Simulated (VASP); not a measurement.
Here is the system:

```xyz
5
Lattice="4.1036 0.0000 0.0000 -2.0518 3.5539 0.0000 0.0000 0.0000 22.9270" Properties=species:S:1:pos:R:3 pbc="T T T"
Bi     0.0000     2.3692     9.5422
Bi     0.0000     0.0000    13.3848
Se    -2.0518     3.5539     7.9724
Se     2.0518     1.1846    11.4635
Se     0.0000     2.3692    14.9546
```

Calculation: PBEsol GGA with spin-orbit coupling, VASP's PBE PAW potentials (set 64) (plane waves; VASP 6.6.1). Run with 400 eV cut-off, 6×6×1 Γ-centred mesh, Gaussian smearing of 0.050 eV, potentials Bi_d Se.

The cell holds a wide vacuum, so values per volume refer to the whole cell.

**Question.** What does the run give for the energy per atom (σ→0), largest force, band gap (over mesh and band path) with the smallest direct gap where there is one?

**Answer.** 
The band gap (over mesh and band path) is 0.46 eV. The smallest direct gap (over mesh and band path) is 0.81 eV, the energy per atom (σ→0) is -4.653 eV/atom and the largest force is 0.091 eV/Å.

The cell is a sheet with vacuum, built from a generated structure.
